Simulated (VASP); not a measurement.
Given:

```
CELL_PARAMETERS angstrom
      3.93550     0.00000     0.00000
      0.00000     3.93550     0.00000
      0.00000     0.00000     3.93550
ATOMIC_POSITIONS crystal
  Zr 0.00000 0.00000 0.00000
  Ir 0.50000 0.50000 0.00000
  Ir 0.00000 0.50000 0.50000
  Ir 0.50000 0.00000 0.50000
```

Method: PBEsol GGA, VASP's PBE PAW potentials (set 64) (plane waves; VASP). Numerical set-up: 400 eV cut-off, 9×9×9 Γ-centred mesh, tetrahedra with Blöchl corrections, potentials Zr_sv Ir.

The cores are frozen, which limits the accuracy of field gradients.

Q: Give the principal components of the electric field gradient (V/Å²) and the asymmetry η at each nucleus.

A: 
```json
[
 {"atom": "Zr1", "Vxx": "0.0", "Vyy": "0.0", "Vzz": "0.0", "η": "-"},
 {"atom": "Ir2", "Vxx": "6.6", "Vyy": "6.6", "Vzz": "-13.1", "η": "0.00"},
 {"atom": "Ir3", "Vxx": "6.6", "Vyy": "6.6", "Vzz": "-13.1", "η": "0.00"},
 {"atom": "Ir4", "Vxx": "6.6", "Vyy": "6.6", "Vzz": "-13.1", "η": "0.00"}
]
```

The structure comes from a computed database's ZrIr3 entry (Pm-3m); how it stands against other phases isn't given here. It was relaxed first.
